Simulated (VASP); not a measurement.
# Gap of Selenium, level by level, part 2 of 7

How does the gap of Selenium depend on the functional? The start is a cell from a database of measured crystal structures.

VASP 6.6.1, plane waves and PAW; the level of theory is named at each step.

Still holding for the runs below: Spin-orbit coupling is off here; it would split degenerate levels.

So far, least gap on mesh and path (eV): step 2 (bands, level LDA, k 4×4×3) 0.913; step 3 (bands, level PBEsol, k 4×4×3) 0.947.

## 4. Bands with PBE, k 4×4×3

This step: PBE; plane waves and PAW (Se) (VASP 6.6.1).

PBE, the usual starting point, adds the gradient of the density.

Contents of INCAR:

```
SYSTEM = Se
PREC = Accurate
ENCUT = 400
EDIFF = 1E-06
NELM = 100
ISMEAR = 0
SIGMA = 0.02
LREAL = .FALSE.
ALGO = Normal
GGA = PE
NBANDS = 22
LORBIT = 11
LWAVE = .FALSE.
LCHARG = .FALSE.
KPAR = 4
```

Contents of POSCAR:

```
Se
1.0
    4.3662000000      0.0000000000      0.0000000000
   -2.1831000000      3.7812401180      0.0000000000
    0.0000000000      0.0000000000      4.9536000000
Se
3
Direct
    0.2254000000      0.0000000000      0.3333333333
    0.0000000000      0.2254000000      0.6666666667
    0.7746000000      0.7746000000      0.0000000000
```

Contents of KPOINTS:

```
Automatic mesh
0
Gamma
4 4 3
0 0 0
```

Contents of KPOINTS_OPT:

```
Line mode
16
Line-mode
Reciprocal
  0.00000000   0.00000000   0.00000000 GAMMA
  0.50000000   0.00000000   0.00000000 M

  0.50000000   0.00000000   0.00000000 M
  0.33333333   0.33333333   0.00000000 K

  0.33333333   0.33333333   0.00000000 K
  0.00000000   0.00000000   0.00000000 GAMMA

  0.00000000   0.00000000   0.00000000 GAMMA
  0.00000000   0.00000000   0.50000000 A

  0.00000000   0.00000000   0.50000000 A
  0.50000000   0.00000000   0.50000000 L

  0.50000000   0.00000000   0.50000000 L
  0.33333333   0.33333333   0.50000000 H

  0.33333333   0.33333333   0.50000000 H
  0.00000000   0.00000000   0.50000000 A

  0.50000000   0.00000000   0.50000000 L
  0.50000000   0.00000000   0.00000000 M

  0.33333333   0.33333333   0.00000000 K
  0.33333333   0.33333333   0.50000000 H
```

PAW data sets: Se (PBE family, release 64).

The run is started by

```
$ mpirun -np 4 vasp_std
```

Numbers of over 12 decimals in the logs are rounded to 6 here.

Output:

```text
[banner, memory and clock lines left out]
running    4 mpi-ranks, on    1 nodes
[...]
LDA part: xc-table for (Slater+PW92), standard interpolation
 POSCAR, INCAR and KPOINTS ok, starting setup
[...]
entering main loop
       N       E                     dE             d eps       ncg     rms          rms(c)
DAV:   1     0.679359879208E+02    0.67936E+02   -0.56540E+03   396   0.537E+02
DAV:   2    -0.614052570259E+01   -0.74077E+02   -0.70360E+02   520   0.121E+02
DAV:   3    -0.105211682662E+02   -0.43806E+01   -0.43471E+01   480   0.297E+01
DAV:   4    -0.105491042160E+02   -0.27936E-01   -0.27932E-01   456   0.285E+00
[...]
DAV:  10    -0.104549385579E+02   -0.45675E-04   -0.44178E-05   456   0.339E-02    0.655E-03
DAV:  11    -0.104549411295E+02   -0.25717E-05   -0.45559E-06   502   0.104E-02    0.334E-03
DAV:  12    -0.104549412823E+02   -0.15276E-06   -0.11206E-06   366   0.545E-03
   1 F= -.10454941E+02 E0= -.10454941E+02  d E =-.153870E-30
 Start KPOINTS_OPT (optional k-point list driver)
k-point batch [1-9\144]
       N       E                     dE             ncg
DAV:   1     0.155531149330E+03   -0.51251E+03      396
DAV:   2    -0.523318725863E+03   -0.67885E+03      510
DAV:   3    -0.570095040800E+03   -0.46776E+02      468
DAV:   4    -0.570409473013E+03   -0.31443E+00      426
DAV:   5    -0.570410871768E+03   -0.13988E-02      492
DAV:   6    -0.570410884978E+03   -0.13210E-04      432
DAV:   7    -0.570410885138E+03   -0.16001E-06      418
[...]
k-point batch [136-144\144]
       N       E                     dE             ncg
DAV:   1     0.108563422007E+03   -0.45709E+04      396
DAV:   2    -0.556469468822E+03   -0.66503E+03      538
DAV:   3    -0.594018417782E+03   -0.37549E+02      504
DAV:   4    -0.594264974140E+03   -0.24656E+00      504
DAV:   5    -0.594266399988E+03   -0.14258E-02      500
DAV:   6    -0.594266414479E+03   -0.14491E-04      522
DAV:   7    -0.594266414644E+03   -0.16541E-06      398
```

Wall time 9.8 s (4 MPI ranks of Intel Xeon 6975P-C (Granite Rapids), shared host); peak memory 0.61 GiB; 37 s of CPU time.

From OUTCAR (step 4):

```text
  Total        1.2008572      1.2008572      2.0321872     -0.0000000     -0.0000000      0.0000000
  in kB       23.5257318     23.5257318     39.8121364     -0.0000000     -0.0000000      0.0000000
  external PRESSURE =      28.9545333 kB  Pullay stress =       0.0000000 kB

 POSITION                                       TOTAL-FORCE (eV/Angst)
 -----------------------------------------------------------------------------------
      0.98414      0.00000      1.65120         0.417896     -0.000000      0.000000
     -0.49207      0.85229      3.30240        -0.208948      0.361908     -0.000000
      1.69103      2.92895      0.00000        -0.208948     -0.361908     -0.000000
 -----------------------------------------------------------------------------------
    total drift:                               -0.000000     -0.000001      0.000000

  FREE ENERGIE OF THE ION-ELECTRON SYSTEM (eV)
  ---------------------------------------------------
  free  energy   TOTEN  =       -10.4549412823 eV

  energy  without entropy=      -10.4549412823  energy(sigma->0) =      -10.45494128

[... 2 parts as in an earlier step ...]

[... 1 further part left out ...]
[key lines of the parts left out:]
E-fermi :   2.5361
```

At this level the cell is under a pressure of 2.9 GPa, so at these settings it is away from equilibrium.

The electronic bands at the labelled points (eV, zero at the valence-band top; v1 is the highest filled band, c1 the lowest empty one):

```tsv
point	v4	v3	v2	v1	c1	c2	c3	c4
Γ	-3.78	-2.06	-2.06	-0.42	1.86	1.86	2.14	6.15
0.53 of the way	-3.62	-2.10	-1.69	-0.84	1.87	2.01	2.87	5.86
M	-3.47	-2.92	-1.80	-1.02	1.91	2.30	4.09	5.25
0.47 of the way	-3.26	-2.89	-2.09	-1.34	2.26	2.79	3.90	5.62
K	-2.84	-2.84	-2.71	-1.65	3.04	3.04	3.70	5.86
0.53 of the way	-3.47	-2.17	-1.67	-0.97	2.03	2.12	2.76	5.80
Γ	-3.78	-2.06	-2.06	-0.42	1.86	1.86	2.14	6.15
0.47 of the way	-3.53	-1.98	-1.63	-0.80	1.47	1.53	1.72	6.76
A	-3.41	-1.56	-1.56	-1.14	1.19	1.19	1.25	6.24
0.53 of the way	-3.94	-1.76	-1.31	-0.93	1.62	2.03	2.61	6.41
L	-4.26	-1.94	-1.39	0.00	1.62	2.69	2.93	6.24
0.53 of the way	-4.68	-1.15	-1.13	-0.03	1.36	2.65	2.83	6.37
H	-4.97	-1.00	-0.23	-0.23	1.00	2.69	2.69	6.63
0.47 of the way	-4.22	-1.32	-1.11	-1.08	1.49	2.29	2.76	6.27
A	-3.41	-1.56	-1.56	-1.14	1.19	1.19	1.25	6.24
jump to L	-4.26	-1.94	-1.39	0.00	1.62	2.69	2.93	6.24
0.47 of the way	-3.75	-1.95	-1.84	-0.73	1.82	2.59	3.43	6.10
M	-3.47	-2.92	-1.80	-1.02	1.91	2.30	4.09	5.25
jump to K	-2.84	-2.84	-2.71	-1.65	3.04	3.04	3.70	5.86
0.47 of the way	-3.76	-2.54	-1.52	-0.67	2.30	3.16	3.18	6.64
H	-4.97	-1.00	-0.23	-0.23	1.00	2.69	2.69	6.63
```

The gap is 1.00 eV, indirect, from L to H. Against LDA that is +0.08 eV; the cost is about the same.

## 5. Bands with r2SCAN, k 4×4×3

This step: r2SCAN; plane waves and PAW (Se) (VASP 6.6.1).

r2SCAN adds the kinetic-energy density, costs more than a GGA and is run with LASPH.

Changes to INCAR since step 4:

```diff
@@ -9,3 +9,4 @@
 ALGO = Normal
-GGA = PE
+METAGGA = R2SCAN
+LASPH = .TRUE.
 NBANDS = 22
```

POSCAR is that of step 4.

KPOINTS is that of step 4.

KPOINTS_OPT is that of step 4.

The run is started by

```
$ mpirun -np 4 vasp_std
```

Output:

```text
[banner, memory and clock lines left out]
running    4 mpi-ranks, on    1 nodes
[...]
[... a notice as in an earlier step ...]

 LDA part: xc-table for (None), standard interpolation
 POSCAR, INCAR and KPOINTS ok, starting setup
[...]
entering main loop
       N       E                     dE             d eps       ncg     rms          rms(c)
DAV:   1     0.335154922141E+02    0.33515E+02   -0.57938E+03   396   0.550E+02
DAV:   2    -0.420206337653E+02   -0.75536E+02   -0.71725E+02   520   0.124E+02
DAV:   3    -0.464591057126E+02   -0.44385E+01   -0.44040E+01   480   0.301E+01
DAV:   4    -0.464848562695E+02   -0.25751E-01   -0.25747E-01   450   0.276E+00
[...]
DAV:  10    -0.429090473740E+02   -0.13322E-03   -0.13870E-04   462   0.646E-02    0.331E-02
DAV:  11    -0.429090596445E+02   -0.12271E-04   -0.22239E-05   456   0.280E-02    0.545E-03
DAV:  12    -0.429090601243E+02   -0.47978E-06   -0.65048E-07   374   0.474E-03
   1 F= -.42909060E+02 E0= -.42909060E+02  d E =-.143723E-11
 Start KPOINTS_OPT (optional k-point list driver)
k-point batch [1-9\144]
       N       E                     dE             ncg
DAV:   1     0.103328182540E+03   -0.56471E+03      396
DAV:   2    -0.605269705635E+03   -0.70860E+03      510
DAV:   3    -0.652957771800E+03   -0.47688E+02      468
DAV:   4    -0.653264719316E+03   -0.30695E+00      420
DAV:   5    -0.653266063978E+03   -0.13447E-02      492
DAV:   6    -0.653266076920E+03   -0.12942E-04      430
DAV:   7    -0.653266077081E+03   -0.16126E-06      418
[...]
k-point batch [136-144\144]
       N       E                     dE             ncg
DAV:   1     0.560610955190E+02   -0.46234E+04      396
DAV:   2    -0.638040343897E+03   -0.69410E+03      544
DAV:   3    -0.676444568110E+03   -0.38404E+02      498
DAV:   4    -0.676685844048E+03   -0.24128E+00      504
DAV:   5    -0.676687220774E+03   -0.13767E-02      492
DAV:   6    -0.676687234989E+03   -0.14215E-04      516
DAV:   7    -0.676687235157E+03   -0.16772E-06      414
```

It took 33 s on 4 MPI ranks; peak memory 0.65 GiB; 2.2 min of CPU time.

From OUTCAR (step 5):

```text
  Total        0.5448778      0.5448778      0.8757894      0.0000000     -0.0000000     -0.0000000
  in kB       10.6745818     10.6745818     17.1573993      0.0000000     -0.0000000     -0.0000000
  external PRESSURE =      12.8355210 kB  Pullay stress =       0.0000000 kB

 POSITION                                       TOTAL-FORCE (eV/Angst)
 -----------------------------------------------------------------------------------
      0.98414      0.00000      1.65120         0.037538      0.000000      0.000000
     -0.49207      0.85229      3.30240        -0.018769      0.032509     -0.000000
      1.69103      2.92895      0.00000        -0.018769     -0.032509     -0.000000
 -----------------------------------------------------------------------------------
    total drift:                               -0.000002     -0.000003      0.000000

  FREE ENERGIE OF THE ION-ELECTRON SYSTEM (eV)
  ---------------------------------------------------
  free  energy   TOTEN  =       -42.9090601243 eV

  energy  without entropy=      -42.9090601243  energy(sigma->0) =      -42.90906012

[... 2 parts as in an earlier step ...]

[... 1 further part left out ...]
[key lines of the parts left out:]
E-fermi :   2.1676
```

Electronic bands along the path, in eV, zero at the valence-band top; v1 is the highest filled band, c1 the lowest empty one:

```tsv
point	v4	v3	v2	v1	c1	c2	c3	c4
Γ	-3.90	-2.17	-2.17	-0.48	2.11	2.11	2.38	6.78
0.53 of the way	-3.74	-2.19	-1.77	-0.90	2.12	2.28	3.13	6.29
M	-3.58	-2.99	-1.88	-1.08	2.16	2.56	4.36	5.66
0.47 of the way	-3.37	-2.97	-2.17	-1.40	2.51	3.05	4.17	6.04
K	-2.93	-2.93	-2.79	-1.71	3.29	3.29	3.96	6.31
0.53 of the way	-3.58	-2.27	-1.74	-1.02	2.28	2.39	3.01	6.27
Γ	-3.90	-2.17	-2.17	-0.48	2.11	2.11	2.38	6.78
0.47 of the way	-3.67	-2.07	-1.73	-0.86	1.73	1.74	1.97	7.26
A	-3.54	-1.62	-1.62	-1.23	1.44	1.44	1.44	6.79
0.53 of the way	-4.08	-1.80	-1.38	-0.95	1.83	2.26	2.86	6.85
L	-4.41	-1.98	-1.45	0.00	1.85	2.92	3.19	6.67
0.53 of the way	-4.84	-1.22	-1.15	-0.03	1.59	2.89	3.09	6.81
H	-5.13	-1.08	-0.25	-0.25	1.26	2.95	2.95	7.08
0.47 of the way	-4.37	-1.38	-1.15	-1.10	1.71	2.52	3.00	6.71
A	-3.54	-1.62	-1.62	-1.23	1.44	1.44	1.44	6.79
jump to L	-4.41	-1.98	-1.45	0.00	1.85	2.92	3.19	6.67
0.47 of the way	-3.88	-2.03	-1.88	-0.75	2.05	2.84	3.70	6.53
M	-3.58	-2.99	-1.88	-1.08	2.16	2.56	4.36	5.66
jump to K	-2.93	-2.93	-2.79	-1.71	3.29	3.29	3.96	6.31
0.47 of the way	-3.88	-2.61	-1.57	-0.70	2.53	3.42	3.44	7.12
H	-5.13	-1.08	-0.25	-0.25	1.26	2.95	2.95	7.08
```

The gap is 1.26 eV, indirect, from L to H. Against LDA that is +0.35 eV; this run took 3.4 times the core time.

## 6. Bands with TB-mBJ, k 4×4×3

This step: TB-mBJ; plane waves and PAW (Se) (VASP 6.6.1).

TB-mBJ is a local potential fitted to gaps: it costs far less than a hybrid but gives no energy.

Changes to INCAR since step 5:

```diff
@@ -4,3 +4,3 @@
 EDIFF = 1E-06
-NELM = 100
+NELM = 150
 ISMEAR = 0
@@ -9,3 +9,3 @@
 ALGO = Normal
-METAGGA = R2SCAN
+METAGGA = MBJ
 LASPH = .TRUE.
```

POSCAR is that of step 5.

KPOINTS is that of step 5.

KPOINTS_OPT is that of step 5.

The run is started by

```
$ mpirun -np 4 vasp_std
```

Output:

```text
[... set-up lines as in an earlier step ...]
 entering main loop
       N       E                     dE             d eps       ncg     rms          rms(c)
DAV:   1     0.448457919875E+03    0.44846E+03   -0.56604E+03   396   0.538E+02
DAV:   2     0.376064587771E+03   -0.72393E+02   -0.68622E+02   512   0.120E+02
DAV:   3     0.371877809932E+03   -0.41868E+01   -0.41537E+01   480   0.288E+01
DAV:   4     0.371853330745E+03   -0.24479E-01   -0.24476E-01   456   0.262E+00
[...]
DAV:  27     0.375594490475E+03   -0.30157E-05   -0.62454E-12   198   0.170E-05    0.442E-06
DAV:  28     0.375594489257E+03   -0.12184E-05   -0.17455E-12   198   0.102E-05    0.369E-06
DAV:  29     0.375594489216E+03   -0.40598E-07    0.62367E-13   198   0.606E-06
   1 F= 0.37559449E+03 E0= 0.37559449E+03  d E =-.692960E-26
 Start KPOINTS_OPT (optional k-point list driver)
k-point batch [1-9\144]
       N       E                     dE             ncg
DAV:   1     0.182700560065E+03   -0.48534E+03      396
DAV:   2    -0.508286713245E+03   -0.69099E+03      510
DAV:   3    -0.552434079739E+03   -0.44147E+02      456
DAV:   4    -0.552729080503E+03   -0.29500E+00      438
DAV:   5    -0.552730401241E+03   -0.13207E-02      486
DAV:   6    -0.552730412781E+03   -0.11540E-04      434
DAV:   7    -0.552730412913E+03   -0.13267E-06      412
[...]
k-point batch [136-144\144]
       N       E                     dE             ncg
DAV:   1     0.140644768991E+03   -0.45388E+04      396
DAV:   2    -0.536633566254E+03   -0.67728E+03      552
DAV:   3    -0.572456477138E+03   -0.35823E+02      498
DAV:   4    -0.572694899245E+03   -0.23842E+00      516
DAV:   5    -0.572696240952E+03   -0.13417E-02      498
DAV:   6    -0.572696252805E+03   -0.11854E-04      538
DAV:   7    -0.572696252920E+03   -0.11415E-06      402
```

Wall time 17 s (4 MPI ranks); peak memory 0.64 GiB; 66 s of CPU time.

From OUTCAR (step 6):

```text
  Total       23.7557534     23.7557534     27.2257505      0.0000000      0.0000000     -0.0000000
  in kB      465.3937790    465.3937790    533.3737347      0.0000000      0.0000000     -0.0000000
  external PRESSURE =     488.0537643 kB  Pullay stress =       0.0000000 kB

 POSITION                                       TOTAL-FORCE (eV/Angst)
 -----------------------------------------------------------------------------------
      0.98414      0.00000      1.65120         1.256937     -0.000000     -0.000000
     -0.49207      0.85229      3.30240        -0.628468      1.088539      0.000000
      1.69103      2.92895      0.00000        -0.628468     -1.088539     -0.000000
 -----------------------------------------------------------------------------------
    total drift:                               -0.000001     -0.000002     -0.000000

  FREE ENERGIE OF THE ION-ELECTRON SYSTEM (eV)
  ---------------------------------------------------
  free  energy   TOTEN  =       375.5944892161 eV

  energy  without entropy=      375.5944892161  energy(sigma->0) =      375.59448922

[... 2 parts as in an earlier step ...]

[... 1 further part left out ...]
[key lines of the parts left out:]
E-fermi :   2.5386
```

This functional is a potential without an energy, so its energies, forces and stress mean nothing and are not read.

Electronic bands along the path, in eV, zero at the valence-band top; v1 is the highest filled band, c1 the lowest empty one:

```tsv
point	v4	v3	v2	v1	c1	c2	c3	c4
Γ	-3.65	-2.07	-2.07	-0.50	2.26	2.26	2.58	7.08
0.53 of the way	-3.51	-2.06	-1.65	-0.87	2.29	2.45	3.22	6.56
M	-3.36	-2.75	-1.73	-1.03	2.33	2.72	4.36	5.97
0.47 of the way	-3.15	-2.73	-2.00	-1.31	2.66	3.15	4.19	6.32
K	-2.71	-2.71	-2.59	-1.58	3.36	3.36	4.01	6.58
0.53 of the way	-3.36	-2.15	-1.62	-0.96	2.43	2.54	3.12	6.55
Γ	-3.65	-2.07	-2.07	-0.50	2.26	2.26	2.58	7.08
0.47 of the way	-3.44	-1.98	-1.66	-0.83	1.88	2.00	2.23	7.33
A	-3.33	-1.54	-1.54	-1.21	1.59	1.76	1.76	6.68
0.53 of the way	-3.81	-1.68	-1.32	-0.89	1.98	2.47	3.00	7.14
L	-4.10	-1.84	-1.37	0.00	1.98	3.07	3.29	6.91
0.53 of the way	-4.50	-1.19	-1.07	-0.04	1.74	3.04	3.20	7.07
H	-4.77	-1.08	-0.26	-0.26	1.46	3.08	3.08	7.36
0.47 of the way	-4.10	-1.32	-1.10	-1.02	1.88	2.68	3.14	7.00
A	-3.33	-1.54	-1.54	-1.21	1.59	1.76	1.76	6.68
jump to L	-4.10	-1.84	-1.37	0.00	1.98	3.07	3.29	6.91
0.47 of the way	-3.63	-1.91	-1.73	-0.68	2.22	2.97	3.74	6.80
M	-3.36	-2.75	-1.73	-1.03	2.33	2.72	4.36	5.97
jump to K	-2.71	-2.71	-2.59	-1.58	3.36	3.36	4.01	6.58
0.47 of the way	-3.60	-2.42	-1.47	-0.65	2.61	3.50	3.52	7.35
H	-4.77	-1.08	-0.26	-0.26	1.46	3.08	3.08	7.36
```

The gap is 1.46 eV, indirect, from L to H. Against LDA that is +0.55 eV; this run took 1.8 times the core time.

(Continued in part 3 of 7.)

[Lines on the potential files, build, host, timing and source positions are cut from VASP's logs without a mark.]

[Logs are printed without paths, hosts, clocks, repeated set-up lines and the standing remarks that a program may print on its own settings, such as how far it seeks lower states.]

[Hosts, paths, dates, database ids (printed as entryN), source tags and the programs' standing remarks are cut or masked in the printed files.]

[Measured values are set beside computed ones only where the two were judged alike; some that the calculation misses by far are left out.]
